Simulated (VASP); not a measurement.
```
BP
1.0
    0.00000     2.27000     2.27000
    2.27000     0.00000     2.27000
    2.27000     2.27000     0.00000
B P
1 1
Direct
  0.00000   0.00000   0.00000
  0.25000   0.25000   0.25000
```

Method: rev-vdW-DF2, VASP's PBE PAW potentials (set 64) (plane waves; VASP). Settings: 520 eV cut-off, 10×10×10 Γ-centred mesh, Gaussian smearing of 0.050 eV, potentials B P.

### Question
Predict the energy per atom (σ→0).

### Answer

* **energy per atom (σ→0)**: -545.1 kJ/mol of atoms

Total energies compare only between runs with the same potentials, cut-off and functional.

The compound is BP in the zinc blende structure. The cell was not relaxed at this level.
